A layer of tin diselenide is a sandwich: a sheet of tin atoms between two sheets of selenium. Each tin atom has six selenium neighbours, and each selenium atom is bonded to three tin atoms on one side. The simplest picture of its vibrations has a single kind of spring, the Sn–Se bond, and two masses. The problem is to find out how far this picture carries.

The table comes from a density-functional calculation. "Phonon frequency" is the frequency of a vibration as a wavenumber, and "phonon q row" numbers the wave vector, here the zero vector. At zero wave vector all cells of the crystal move alike, so each atomic sheet moves as a rigid plate.

Harmonic phonon frequencies of bulk SnSe₂ (P-3m1, 3 atoms) at the relaxed cell and zero wave vector, from VASP 6.6.1 with PBEsol and PAW potentials (Sn_d, Se), without dispersion correction, spin polarisation or spin–orbit coupling. The k mesh is 6×6×4, the plane-wave cutoff 600 eV and the Gaussian smearing 0.02 eV. Imaginary frequencies are given as negative.

| row | phonon q row (row) | phonon frequency (cm⁻¹) |
| --- | --- | --- |
| 1 | 1 | -0.10 |
| 2 | 1 | 0.00 |
| 3 | 1 | 0.00 |
| 4 | 1 | 118.20 |
| 5 | 1 | 118.20 |
| 6 | 1 | 143.60 |
| 7 | 1 | 143.60 |
| 8 | 1 | 180.10 |
| 9 | 1 | 244.30 |

**(a) Which motions belong to the nine rows, and what ratio of frequencies do the masses alone demand?**

*Solution.* Three atoms with three directions each make nine modes. In three of them the whole crystal shifts without straining any bond, so their frequency should be zero. Rows 1 to 3 are these shifts, and the small negative value in row 1 is numerical noise, not an instability.

The other six modes move the plates against each other. The threefold axis makes all in-plane directions equivalent in pairs, so the two doublets, rows 4–5 and 6–7, are sliding motions in the plane. The single levels, rows 8 and 9, are motions along the stacking axis $c$.

Each direction allows two patterns. In the even pattern the selenium plates move oppositely and tin rests; in the odd pattern both selenium plates move together against tin. The table does not label them, but measured Raman lines of single vibrations, which only even modes can produce, lie at roughly 110 and 190 cm⁻¹ (recalled values). This points to rows 4–5 and row 8 as even, and leaves rows 6–7 and row 9 as odd.

Let $K$ be the stiffness that ties one selenium atom to the tin plate in a given direction, and $m$ the atomic masses. In the even pattern, selenium swings against a resting tin plate:

$$\omega_{\rm even}^2=\frac{K}{m_{\rm Se}}.$$

In the odd pattern tin recoils, which strains the bonds more for the same selenium displacement:

$$\omega_{\rm odd}^2=\frac{K}{m_{\rm Se}}\left(1+\frac{2m_{\rm Se}}{m_{\rm Sn}}\right).$$

If the metal were infinitely heavy, it would not recoil and the two frequencies would coincide. The lighter the metal, the further the odd level rises above the even one. Selenium has about two thirds of the mass of tin, which makes the bracket 2.33 and the frequency ratio its square root, 1.53. The stiffness has dropped out, so this ratio should hold in both directions, however stiff each of them is.

**(b) Which rows break the mass rule, by how much, and what does the break reveal?**

*Solution.* Take the in-plane pair first. The even level at 118.2 cm⁻¹, multiplied by 1.53, puts the odd level near 180 cm⁻¹. The calculation gives 143.6 cm⁻¹, about 37 cm⁻¹ lower, or a fifth of the predicted value.

Along $c$ the same step starts from row 8 and predicts 275 cm⁻¹ for row 9. The computed level lies 31 cm⁻¹ lower, about a tenth of the prediction. Rows 6, 7 and 9 therefore all break the rule in the same sense: the odd levels are too low for their even partners.

The picture lacks a force that acts in one pattern only. Suppose the two selenium plates are also tied to each other, with stiffness $K'$ per selenium atom. In the odd pattern they move together and this tie is never strained. In the even pattern they move oppositely, so the tie is strained by twice the displacement of one plate:

$$\omega_{\rm even}^2=\frac{K+2K'}{m_{\rm Se}}.$$

For rigid plates in this crystal, symmetry leaves room for no other constant in a given direction. The size of the tie then follows from the frequency ratio. In the plane the computed ratio is 1.215, so

$$1+\frac{2K'}{K}=\frac{2.33}{1.215^2}=1.58,\qquad \frac{K'}{K}=0.29.$$

The same step along $c$ gives 0.13. Two constants reproduce two frequencies by construction, so the agreement is no test of the model. What the numbers do show is that a net coupling between the selenium plates is needed. This would remain true if the even and odd labels were exchanged, although its size would change.

The coupling is a sum of several effects. Selenium atoms of opposite plates face each other at 3.86 Å within a layer and at 3.70 Å across the gap between layers, and both contacts count. The electrons contribute as well, because moving one plate shifts charge that acts on the other. The odd modes are polar, and their frequencies hold for zero average electric field; in a longitudinal wave the field would raise them. $K$ and $K'$ are thus effective stiffnesses under this condition, and $K'$ is not the constant of a mechanical spring between two selenium atoms.

For someone who reads bond stiffness from a Raman line, the consequence is direct. The even line measures $K+2K'$, not $K$. With the labels chosen in (a), taking it as a measure of the selenium–tin coupling alone overstates that stiffness by 58% in the plane and by 27% along $c$, relative to $K$.

**(c) Can the same bonds explain why motion along $c$ is so much faster than motion in the plane?**

*Solution.* Consider the three bonds of one selenium atom as independent springs of constant $k$, each tilted by an angle $\theta$ from the $c$ axis. A spring resists a displacement only through the component along its own length. Adding the three gives

$$K_c=3k\cos^2\theta,\qquad K_{\rm plane}=\tfrac{3}{2}k\sin^2\theta.$$

In the limit of flat bonds $K_c$ vanishes, and in the limit of upright bonds $K_{\rm plane}$ does. Between them lies the case of three mutually perpendicular bonds, where both are equal. The relaxed crystal is very close to that case: the formulas give a stiffness ratio of 1.03. Motion along $c$ should then be faster by less than 2%.

The calculation disagrees strongly. Between the even levels, rows 8 and 4, the frequency ratio is 1.52; between the odd levels, rows 9 and 6, it is 1.70. A single spring constant fitted to the six optical rows therefore fails, with a typical miss of 41 cm⁻¹. It places the even levels near 120 cm⁻¹ and the odd ones near 190 cm⁻¹, so that among the fitted rows only 4 and 5 come out about right; the output printed below names row 8 as the worst.

The tie between the selenium plates, which explained the first break, does not explain this one. With the labels chosen in (a), about 91% of the extra stiffness of the even mode along $c$ sits in $K$, the coupling between selenium and tin. That coupling is 2.9 times as stiff along $c$ as in the plane. Giving each bond some resistance to sideways motion would not help, because for nearly perpendicular bonds that resistance also adds up to almost the same value in every direction.

One assumption left to question is the independence of the three bonds. When a selenium atom moves along $c$, its three bonds stretch together; when it slides in the plane, some stretch while others shorten. Let $f$ be the extra energy constant for stretching two of these bonds at once. The effective spring constant is then $k+2f$ for the joint stretch and $k-f$ for the mixed one. With $f=0$ the two directions are alike again, while a positive $f$ stiffens the motion along $c$ and softens the sliding.

A positive $f$ is plausible, since the three bonds draw on the same valence electrons of selenium: lengthening one tends to strengthen the others. This is an argument from bonding, which the frequencies allow but do not single out. Acting alone, $f$ would have to exceed a third of $k$, which is a strong coupling, so other causes probably share the work. If the angles between the three bonds resist change, that too stiffens motion along $c$ more than sliding, because along $c$ all three angles open or close together. Forces between more distant tin and selenium atoms also enter $K$, and so does the charge that shifts when the plates move, which may act differently in the two directions.

The table leaves one question that matters for cleaving the crystal: how much of $K'$ acts within a layer, and how much across the gap? At zero wave vector neighbouring layers move in step, and the two parts can only appear as a sum. A calculation for a wave along $c$ in which neighbouring layers move oppositely would, in its slowest modes, strain mainly the gap and so begin to separate the two parts. It should include the long-range dispersion attraction between the layers, which PBEsol alone lacks.

Output of the analysis:

```
fit of phonon_frequency on 6 rows (num > 3): coefficient of root 123.1 +/- 14; rms 40.6, worst 8 -55.7, leave-one-out rms 50.6
  rows outside the fit (model, value, miss): 1 0, -0.1, 0.1; 2 0, 0, 0; 3 0, 0, 0
relaxed Sn-Se bond length (angstrom): 2.718
Se-Se contact within the layer, then across the gap (angstrom): 3.863, 3.701
odd/even frequency ratio from masses alone: 1.527
computed odd/even frequency ratio, in-plane then along c: 1.215, 1.356
odd frequency from the mass rule, in-plane then along c (1/cm): 180.4, 274.9
shortfall of the computed odd frequency, in-plane then along c (1/cm): 36.84, 30.64
Sn-Se coupling K per Se atom, in-plane then along c (N/m): 41.17, 119.2
net coupling K' between Se sheets per Se atom, in-plane then along c (N/m): 11.92, 15.88
K' as percentage of K, in-plane then along c (%): 28.95, 13.33
ratio of K along c to K in-plane: computed, then independent stretching springs: 2.894, 1.031
frequency ratio along c to in-plane: even, odd, then independent springs: 1.524, 1.701, 1.015
share of the direction difference in the even modes that sits in K (%): 90.77
```
